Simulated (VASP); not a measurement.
Here is the system:

```
GaInZnO4
1.0
    1.64750     0.95118     8.69000
   -1.64750     0.95118     8.69000
    0.00000    -1.90237     8.69000
In Ga Zn O
1 1 1 4
Direct
  0.00000   0.00000   0.00000
  0.78290   0.78290   0.78290
  0.21710   0.21710   0.21710
  0.87180   0.87180   0.87180
  0.12820   0.12820   0.12820
  0.70720   0.70720   0.70720
  0.29280   0.29280   0.29280
```

These are PBE GGA, VASP's PBE PAW potentials (set 64) (plane waves; VASP) values and carry that method's errors. Numerical set-up: 400 eV cut-off, 8×8×8 Γ-centred mesh, Fermi-Dirac smearing of 0.10 eV, potentials In_d Ga_d Zn O.

At this cut-off the stress carries a Pulay error, which pulls relaxed volumes low. Unless said otherwise, spin-orbit coupling is left out, though it shifts the bands of the heavy elements here.

Q: What does the run give for the energy per atom (σ→0), pressure, largest force, band gap (on the k-mesh) with the smallest direct gap where there is one?

A: 
```
Item                                                        Result
------------------------  ----------------------------------------
band gap (on the k-mesh)  none (metal, semimetal or under 0.01 eV)
energy per atom (σ→0)                               -5.323 eV/atom
pressure                                                  3.65 GPa
largest force                                           2.008 eV/Å
```

Only differences to runs with the same potentials and settings are physical.

The structure was generated: ZnInGaO4 was put into an ordered model structure, which need not be its known phase. The cell was not relaxed at this level.
